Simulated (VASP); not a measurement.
# Ca2TeS with PBE: from relaxation to properties, part 2 of 4

Aim: relax Ca2TeS, then compute properties on the relaxed cell. The cell is invented: it takes the structure of COD entry 9000108, CdS (space group 216 there), with some of its atoms replaced by other elements, volume scaled by an estimate. It may not be a known or stable phase.

VASP 6.6.1, plane waves and PAW; the level of theory is named at each step.

So far, gap on the k-mesh (eV): step 2 (rough relaxation of the start cell) 2.37. The relaxed cell has a = 4.692, c = 23.521 Å (conventional setting).

**3. Full relaxation (PBE)**

Level of this step: PBE; plane waves and PAW (Te, Ca_sv, S); invented cell (VASP).

Properties are meant for the cell that this level of theory prefers, so cell and atoms are relaxed first (ISIF = 3) until forces and stress are small; EDIFFG sets the threshold.

The input, INCAR:

```
SYSTEM = Ca2TeS
PREC = Accurate
ENCUT = 400
EDIFF = 1E-06
NELM = 100
ISMEAR = 0
SIGMA = 0.05
LREAL = .FALSE.
ALGO = Normal
GGA = PE
NBANDS = 22
LORBIT = 11
LWAVE = .FALSE.
LCHARG = .FALSE.
KPAR = 2
IBRION = 2
NSW = 60
ISIF = 3
EDIFFG = -0.01
```

The input, POSCAR:

```
Ca2TeS
1.0
    2.3461659476      1.3545594816      7.8402481989
   -2.3461659476      1.3545594816      7.8402481989
    0.0000000000     -2.7091189631      7.8402481989
Te Ca S
1 2 1
Direct
    0.6215580762      0.6215580762      0.6215580762
    0.4916064041      0.4916064041      0.4916064041
    0.0104143928      0.0104143928      0.0104143928
    0.1264211269      0.1264211269      0.1264211269
```

The input, KPOINTS:

```
Automatic mesh
0
Gamma
5 5 5
0 0 0
```

Potentials, in the order of the species: Te, Ca_sv and S (PBE family, release 64).

On the command line:

```
$ mpirun -np 2 vasp_std
```

Output:

```text
[... set-up lines as in an earlier step ...]
 entering main loop
       N       E                     dE             d eps       ncg     rms          rms(c)
DAV:   1     0.216370417954E+03    0.21637E+03   -0.12443E+04   868   0.104E+03
DAV:   2    -0.304001818769E+01   -0.21941E+03   -0.21193E+03  1038   0.296E+02
DAV:   3    -0.177321129286E+02   -0.14692E+02   -0.14631E+02  1392   0.627E+01
DAV:   4    -0.184702085553E+02   -0.73810E+00   -0.73649E+00  1298   0.126E+01
DAV:   5    -0.184942626803E+02   -0.24054E-01   -0.24052E-01  1192   0.186E+00    0.659E+00
DAV:   6    -0.176062872744E+02    0.88798E+00   -0.20796E+00  1058   0.483E+00    0.456E+00
DAV:   7    -0.175350118897E+02    0.71275E-01   -0.59004E-01  1216   0.312E+00    0.239E+00
DAV:   8    -0.175554049050E+02   -0.20393E-01   -0.11034E-01  1096   0.192E+00    0.490E-01
DAV:   9    -0.175561789739E+02   -0.77407E-03   -0.11768E-02  1072   0.560E-01    0.318E-01
DAV:  10    -0.175598255539E+02   -0.36466E-02   -0.69665E-03  1106   0.363E-01    0.134E-01
DAV:  11    -0.175606907881E+02   -0.86523E-03   -0.18955E-03   960   0.192E-01    0.614E-02
DAV:  12    -0.175608263476E+02   -0.13556E-03   -0.22896E-04  1064   0.781E-02    0.356E-02
DAV:  13    -0.175608617957E+02   -0.35448E-04   -0.10588E-04   976   0.544E-02    0.117E-02
DAV:  14    -0.175608658999E+02   -0.41042E-05   -0.12503E-05  1168   0.170E-02    0.494E-03
DAV:  15    -0.175608673007E+02   -0.14008E-05   -0.41148E-06   822   0.101E-02    0.167E-03
DAV:  16    -0.175608674906E+02   -0.18982E-06   -0.35027E-07   760   0.328E-03
   1 F= -.17560867E+02 E0= -.17560867E+02  d E =-.175609E+02
 curvature:   0.00 expect dE= 0.000E+00 dE for cont linesearch  0.000E+00
 trial: gam= 0.00000 g(F)=  0.161E-03 g(S)=  0.200E-03 ort = 0.000E+00 (trialstep = 0.100E+01)
 search vector abs. value=  0.361E-03
 bond charge predicted
       N       E                     dE             d eps       ncg     rms          rms(c)
DAV:   1    -0.175617213211E+02   -0.85402E-03   -0.33333E-02   842   0.134E+00    0.144E-01
DAV:   2    -0.175613331338E+02    0.38819E-03   -0.15786E-03  1308   0.283E-01    0.811E-02
DAV:   3    -0.175611513106E+02    0.18182E-03   -0.35167E-04  1274   0.138E-01    0.288E-02
DAV:   4    -0.175611447898E+02    0.65208E-05   -0.96175E-05  1560   0.414E-02    0.154E-02
DAV:   5    -0.175611431140E+02    0.16758E-05   -0.83273E-06  1128   0.177E-02    0.617E-03
DAV:   6    -0.175611419197E+02    0.11943E-05   -0.11676E-06   816   0.698E-03    0.220E-03
DAV:   7    -0.175611417996E+02    0.12007E-06   -0.55111E-07   604   0.488E-03
   2 F= -.17561142E+02 E0= -.17561142E+02  d E =-.274309E-03
[...]
3 F= -.17561248E+02 E0= -.17561248E+02  d E =-.380274E-03
[...]
4 F= -.17561436E+02 E0= -.17561436E+02  d E =-.188042E-03
[...]
5 F= -.17561493E+02 E0= -.17561493E+02  d E =-.245230E-03
[...]
6 F= -.17561540E+02 E0= -.17561540E+02  d E =-.465912E-04
 trial-energy change:   -0.000047  1 .order   -0.000046   -0.000067   -0.000025
 step:   2.3778(harm=  2.3778)  dis= 0.00271  next Energy=   -17.561547 (dE=-0.540E-04)
 bond charge predicted
       N       E                     dE             d eps       ncg     rms          rms(c)
DAV:   1    -0.175615653401E+02   -0.25438E-04   -0.48987E-03   836   0.549E-01    0.422E-02
DAV:   2    -0.175615510072E+02    0.14333E-04   -0.25215E-04  1112   0.124E-01    0.215E-02
DAV:   3    -0.175615411069E+02    0.99003E-05   -0.22509E-05  1032   0.363E-02    0.859E-03
DAV:   4    -0.175615406327E+02    0.47422E-06   -0.12317E-05  1392   0.146E-02    0.493E-03
DAV:   5    -0.175615403150E+02    0.31769E-06   -0.40005E-07   580   0.519E-03
   7 F= -.17561540E+02 E0= -.17561540E+02  d E =-.473197E-04
 curvature:  -1.62 expect dE=-0.420E-04 dE for cont linesearch -0.795E-06
 trial: gam= 0.63108 g(F)=  0.608E-05 g(S)=  0.198E-04 ort =-0.551E-05 (trialstep = 0.165E+01)
 search vector abs. value=  0.436E-04
 reached required accuracy - stopping structural energy minimisation
```

It took 3.1 min on 2 MPI ranks of Intel Xeon Platinum 8488C (Sapphire Rapids), shared host; peak memory 0.87 GiB.

Parts of OUTCAR (step 3):

```text
  LATTYP: Found a trigonal (rhomboedric) cell.
 ALAT       =     8.2951080682
 COS(alpha) =     0.8400061264

The static configuration has the point symmetry C_3v.

 Found     19 irreducible k-points:

   dimension x,y,z NGX =    54 NGY =   54 NGZ =   54
   dimension x,y,z NGXF=   108 NGYF=  108 NGZF=  108

   ENCUT  =  400.0 eV  29.40 Ry    5.42 a.u.  13.53 13.53 13.53*2*pi/ulx,y,z

   NELECT =      32.0000    total number of electrons

 E-fermi :   1.3927

 k-point     1 :       0.0000    0.0000    0.0000
  band No.  band energies     occupation
    ...
     12      -0.2448      2.00000
     13      -0.2448      2.00000
     14       0.2170      2.00000
     15       1.0531      2.00000
     16       1.0531      2.00000
     17       3.4293      0.00000
     18       5.2716      0.00000
     19       5.4989      0.00000
     20       5.4989      0.00000
     21       5.5810      0.00000
    ...

 k-point     2 :       0.2000    0.0000    0.0000
  band No.  band energies     occupation
    ...
     12      -0.5490      2.00000
     13      -0.2171      2.00000
     14       0.2409      2.00000
     15       0.4349      2.00000
     16       0.9993      2.00000
     17       4.0580      0.00000
     18       4.8757      0.00000
     19       5.0749      0.00000
     20       5.3646      0.00000
     21       5.5655      0.00000
    ...

  Total       -0.0250339     -0.0250339      0.0197571      0.0000000      0.0000000      0.0000000
  in kB       -0.2676038     -0.2676038      0.2111972      0.0000000      0.0000000      0.0000000
  external PRESSURE =      -0.1080034 kB  Pullay stress =       0.0000000 kB

  energy-cutoff  :      400.00
  volume of cell :      149.88
      direct lattice vectors                 reciprocal lattice vectors
     2.344148407  1.353394654  7.873815027     0.213297076  0.123147129  0.042334413
    -2.344148407  1.353394654  7.873815027    -0.213297076  0.123147129  0.042334413
     0.000000000 -2.706789308  7.873815027     0.000000000 -0.246294259  0.042334413

 POSITION                                       TOTAL-FORCE (eV/Angst)
 -----------------------------------------------------------------------------------
      0.00000      0.00000     14.68626        -0.000000     -0.000000     -0.005333
      0.00000      0.00000     11.62142        -0.000000     -0.000000     -0.000121
      0.00000      0.00000      0.24610        -0.000000     -0.000000     -0.003704
      0.00000      0.00000      2.97303         0.000000      0.000000      0.009159
 -----------------------------------------------------------------------------------
    total drift:                                0.000000      0.000000     -0.000554

  FREE ENERGIE OF THE ION-ELECTRON SYSTEM (eV)
  ---------------------------------------------------
  free  energy   TOTEN  =       -17.5615403150 eV

  energy  without entropy=      -17.5615403150  energy(sigma->0) =      -17.56154031

 total charge
# of ion       s       p       d       tot
------------------------------------------
    1        1.338   2.173   0.004   3.514
    2        2.037   5.843   0.212   8.091
    3        2.047   5.850   0.248   8.144
    4        1.315   2.444   0.000   3.759
--------------------------------------------------
tot          6.736  16.309   0.463  23.508

[... 3 parts as in an earlier step ...]

[... 7 further parts left out ...]
```

The steps of the relaxation:

| step | energy less that of the first step (eV) | largest force (eV/Å) | pressure (GPa) | volume (Å³) |
| --- | --- | --- | --- | --- |
| 1 | 0.0000 | 0.0396 | 0.04 | 149.50 |
| 2 | -0.0003 | 0.0403 | 0.00 | 149.71 |
| 3 | -0.0004 | 0.0409 | -0.04 | 149.96 |
| 4 | -0.0006 | 0.0225 | -0.01 | 149.82 |
| 5 | -0.0006 | 0.0208 | 0.02 | 149.70 |
| 6 | -0.0007 | 0.0112 | 0.01 | 149.81 |
| 7 | -0.0007 | 0.0092 | -0.01 | 149.88 |

```csv
"conventional cell, symmetrised",before,after,change
a (Å),4.692,4.688,-0.1 %
b (Å),4.692,4.688,-0.1 %
c (Å),23.521,23.621,+0.4 %
volume (Å³/atom),37.37,37.47,+0.3 %
```

The atoms that moved most (Å, as changes of fractional coordinates times the final cell):

```
atom     dx     dy      dz  length
  S4  0.000  0.000  -0.013   0.013
 Ca2  0.000  0.000   0.009   0.009
```

Final coordinates:

```
Te Ca S
1.0
     2.34415    1.35339    7.87382
    -2.34415    1.35339    7.87382
     0.00000   -2.70679    7.87382
Te Ca S
1 2 1
Direct
  0.62173 0.62173 0.62173
  0.49199 0.49199 0.49199
  0.01042 0.01042 0.01042
  0.12586 0.12586 0.12586
```

Numbers from this step:

- free energy (TOTEN): -17.56 eV
- Fermi energy: 1.393 eV
- pressure: -0.01080 GPa
- SCF cycles over all ionic steps: 54
- gap on the k-mesh: 2.368 eV
- least direct gap on the k-mesh: 2.376 eV

It ends with a largest force of 0.009 eV/Å and a pressure of -0.01 GPa.

**4. Single point with fields (PBE)**

The relaxed cell gets a fresh self-consistent run, on a basis set for its own volume, to fix the density and to check the remaining stress.

Edit INCAR of step 3 so:

```diff
@@ -13,7 +13,5 @@
 LWAVE = .FALSE.
-LCHARG = .FALSE.
-KPAR = 2
-IBRION = 2
-NSW = 60
-ISIF = 3
-EDIFFG = -0.01
+LCHARG = .TRUE.
+ISIF = 2
+LELF = .TRUE.
+LVHAR = .TRUE.
```

The input, POSCAR:

```
Ca2TeS
1.0
    2.3441484068      1.3533946540      7.8738150273
   -2.3441484068      1.3533946540      7.8738150273
    0.0000000000     -2.7067893079      7.8738150273
Te Ca S
1 2 1
Direct
    0.6217341323      0.6217341323      0.6217341323
    0.4919858784      0.4919858784      0.4919858784
    0.0104183776      0.0104183776      0.0104183776
    0.1258616117      0.1258616117      0.1258616117
```

KPOINTS is that of step 3.

On the command line:

```
$ mpirun -np 2 vasp_std
```

Output:

```text
[banner, memory and clock lines left out]
running    2 mpi-ranks, on    1 nodes
 distrk:  each k-point on    2 cores,    1 groups
 distr:  one band on    1 cores,    2 groups

 POSCAR found type information on POSCAR TeCaS
 POSCAR found :  3 types and       4 ions
 LDA part: xc-table for (Slater+PW92), standard interpolation
 POSCAR, INCAR and KPOINTS ok, starting setup
 FFT: planning ... GRIDC
 FFT: planning ... GRID_SOFT
 FFT: planning ... GRID
 WAVECAR not read
 entering main loop
       N       E                     dE             d eps       ncg     rms          rms(c)
DAV:   1     0.219071674213E+03    0.21907E+03   -0.12316E+04   852   0.103E+03
DAV:   2    -0.226608293656E+01   -0.22134E+03   -0.21267E+03  1032   0.297E+02
DAV:   3    -0.175865126486E+02   -0.15320E+02   -0.15234E+02  1376   0.644E+01
DAV:   4    -0.184714161827E+02   -0.88490E+00   -0.88320E+00  1312   0.139E+01
DAV:   5    -0.184961702691E+02   -0.24754E-01   -0.24752E-01  1192   0.192E+00    0.659E+00
DAV:   6    -0.176066210815E+02    0.88955E+00   -0.20752E+00  1064   0.483E+00    0.455E+00
DAV:   7    -0.175355715660E+02    0.71050E-01   -0.59854E-01  1204   0.313E+00    0.240E+00
DAV:   8    -0.175562488033E+02   -0.20677E-01   -0.11413E-01  1088   0.194E+00    0.505E-01
DAV:   9    -0.175568565032E+02   -0.60770E-03   -0.12564E-02  1064   0.573E-01    0.326E-01
DAV:  10    -0.175604799125E+02   -0.36234E-02   -0.71367E-03  1146   0.362E-01    0.138E-01
DAV:  11    -0.175614169135E+02   -0.93700E-03   -0.19657E-03  1004   0.195E-01    0.643E-02
DAV:  12    -0.175615583941E+02   -0.14148E-03   -0.23724E-04  1058   0.789E-02    0.359E-02
DAV:  13    -0.175615998502E+02   -0.41456E-04   -0.11785E-04   990   0.574E-02    0.125E-02
DAV:  14    -0.175616040373E+02   -0.41871E-05   -0.14063E-05  1200   0.177E-02    0.507E-03
DAV:  15    -0.175616054523E+02   -0.14150E-05   -0.43169E-06   846   0.104E-02    0.195E-03
DAV:  16    -0.175616056720E+02   -0.21974E-06   -0.37123E-07   760   0.343E-03
   1 F= -.17561606E+02 E0= -.17561606E+02  d E =-.156882E-22
```

Run time: 52 s. Hardware: 2 MPI ranks; peak memory 0.56 GiB; 1.7 min of CPU time.

OUTCAR, selected parts (step 4):

```text
  LATTYP: Found a trigonal (rhomboedric) cell.
 ALAT       =     8.3260838290
 COS(alpha) =     0.8414673776

The static configuration has the point symmetry C_3v.

 Found     19 irreducible k-points:

   ENCUT  =  400.0 eV  29.40 Ry    5.42 a.u.  13.58 13.58 13.58*2*pi/ulx,y,z

   NELECT =      32.0000    total number of electrons

 E-fermi :   1.3996

 k-point     1 :       0.0000    0.0000    0.0000
  band No.  band energies     occupation
    ...
     12      -0.2447      2.00000
     13      -0.2447      2.00000
     14       0.2171      2.00000
     15       1.0532      2.00000
     16       1.0532      2.00000
     17       3.4296      0.00000
     18       5.2717      0.00000
     19       5.4990      0.00000
     20       5.4990      0.00000
     21       5.5810      0.00000
    ...

 k-point     2 :       0.2000   -0.0000   -0.0000
  band No.  band energies     occupation
    ...
     12      -0.5489      2.00000
     13      -0.2170      2.00000
     14       0.2410      2.00000
     15       0.4351      2.00000
     16       0.9995      2.00000
     17       4.0582      0.00000
     18       4.8758      0.00000
     19       5.0750      0.00000
     20       5.3647      0.00000
     21       5.5657      0.00000
    ...

  Total       -0.0302560     -0.0302560      0.0138173      0.0000000      0.0000000      0.0000000
  in kB       -0.3234271     -0.3234271      0.1477025      0.0000000      0.0000000      0.0000000
  external PRESSURE =      -0.1663839 kB  Pullay stress =       0.0000000 kB

 POSITION                                       TOTAL-FORCE (eV/Angst)
 -----------------------------------------------------------------------------------
      0.00000      0.00000     14.68626         0.000000     -0.000000     -0.005281
      0.00000      0.00000     11.62142         0.000000      0.000000      0.000365
      0.00000      0.00000      0.24610         0.000000     -0.000000     -0.003968
      0.00000      0.00000      2.97303         0.000000      0.000000      0.008883
 -----------------------------------------------------------------------------------
    total drift:                               -0.000000      0.000000     -0.000903

  FREE ENERGIE OF THE ION-ELECTRON SYSTEM (eV)
  ---------------------------------------------------
  free  energy   TOTEN  =       -17.5616056720 eV

  energy  without entropy=      -17.5616056720  energy(sigma->0) =      -17.56160567

[... 5 parts as in an earlier step ...]

[... 7 further parts left out ...]
```

This step gave:

```yaml
scf_cycles: 16
fermi_energy: 1.400 eV
pressure: -0.01664 GPa
```

Valence electrons inside each PAW sphere by angular momentum. Sphere charges, by row:

```csv
atom,s (e),p (e),d (e),tot (e)
Te1,1.338,2.173,0.004,3.514
Ca2,2.037,5.843,0.212,8.091
Ca3,2.047,5.85,0.248,8.144
S4,1.315,2.444,0,3.759
```

Electrostatic potential energy in the ac plane of the cell as run, not the conventional one, at fractional y = 0.010, with atoms of Ca within 0.2 Å of it. With pseudopotentials it is smooth inside the atoms' cores, unlike the true potential.

Ten even steps from '0' (-35 eV) to '9' (5 eV), each cell a mean:
```
10147898889999999999863
41125799999999999999987
75334689999999999999998
87655678999999999999999
99876678999999999999999
99988888999999999999999
99999888999999999999999
99999999999999999999999
99999999999999999999999
99999999999999999999999
99999999999999999999999
99999999999999999999999
99999999999999999999999
88999999999999999999998
75689999999999998889998
72037999999999998878899
84002799999999998766789
87200179999999999865567
78720027999999999864335
47873005899999999985311
13688413799999999987410
00378876789999999998740
```
Columns run along a (8.3 Å; values clipped at the 3rd and 97th percentile), rows up along c (8.3 Å). Atoms in or near the plane, at fractional coordinates: Ca at (0.01, 0.01).

Valence density in the ac plane of the cell as run, not the conventional one, at fractional y = 0.010, with atoms of Ca within 0.2 Å of it. It is the smooth field of the valence electrons, not physical close to the nuclei.

Ten steps, logarithmic in the rise over the least value, from '0' (0.0 e/Å³) to '9' (6.5 e/Å³), each cell a mean:
```
99863234433210000000147
78985222332210000000013
36776311122110000000001
12455421111110000000000
00133321000000000000000
00012221000000000000000
00011111100000000000000
00001111110000000000000
00000112111000000000000
00000112221100000001100
10000011222110000011111
21000001122211000001222
32110000112221100001233
44321000011222110001234
55542100001122111101124
55654310000111111111123
45666431000011111233322
34566643100000111245543
33456654210000001136776
74345665421000000125798
97434555432000000013689
99743445442100000001379
```
Columns run along a (8.3 Å), rows up along c (8.3 Å). Atoms in or near the plane, at fractional coordinates: Ca at (0.01, 0.01).

ELF in the ac plane of the cell as run, not the conventional one, at fractional y = 0.010, with atoms of Ca within 0.2 Å of it. It is the smooth field of the valence electrons, not physical close to the nuclei.

Values, 12 rows by 16 columns, each cell a mean:
```
0.66 0.66 0.62 0.25 0.52 0.76 0.78 0.74 0.54 0.19 0.03 0.02 0.03 0.03 0.08 0.46
0.25 0.57 0.71 0.53 0.12 0.31 0.57 0.62 0.54 0.30 0.07 0.02 0.02 0.04 0.04 0.04
0.03 0.06 0.19 0.27 0.12 0.03 0.11 0.25 0.29 0.18 0.06 0.02 0.01 0.02 0.03 0.03
0.03 0.06 0.13 0.16 0.15 0.11 0.08 0.05 0.06 0.05 0.03 0.02 0.02 0.02 0.02 0.02
0.02 0.04 0.12 0.34 0.52 0.56 0.50 0.35 0.12 0.03 0.02 0.04 0.10 0.17 0.15 0.07
0.23 0.05 0.04 0.19 0.47 0.68 0.74 0.71 0.51 0.20 0.04 0.07 0.23 0.44 0.53 0.46
0.71 0.49 0.16 0.05 0.19 0.49 0.68 0.75 0.74 0.56 0.19 0.05 0.17 0.51 0.69 0.76
0.84 0.83 0.69 0.31 0.07 0.15 0.42 0.63 0.72 0.67 0.34 0.06 0.04 0.25 0.65 0.80
0.84 0.83 0.85 0.80 0.50 0.11 0.09 0.28 0.49 0.58 0.41 0.10 0.08 0.11 0.23 0.65
0.58 0.83 0.78 0.82 0.84 0.60 0.18 0.05 0.14 0.27 0.30 0.13 0.19 0.57 0.50 0.28
0.43 0.46 0.80 0.80 0.83 0.85 0.66 0.25 0.04 0.05 0.09 0.09 0.07 0.47 0.72 0.67
0.58 0.54 0.35 0.71 0.84 0.85 0.82 0.65 0.24 0.04 0.02 0.04 0.04 0.10 0.55 0.64
```
Columns run along a (8.3 Å), rows up along c (8.3 Å). Atoms in or near the plane, at fractional coordinates: Ca at (0.01, 0.01).

In this run the pressure is -0.02 GPa, small enough to go on.

(Part 2 of 4 ends here.)

[Lines on the potential files, build, host, timing and source positions are cut from VASP's logs without a mark.]

[Logs are printed without paths, hosts, clocks, repeated set-up lines and the standing remarks that a program may print on its own settings, such as how far it seeks lower states.]

[Hosts, paths, dates, database ids (printed as entryN), source tags and the programs' standing remarks are cut or masked in the printed files.]

[A measured line is paired with the nearest computed mode of its activity, which favours agreement.]
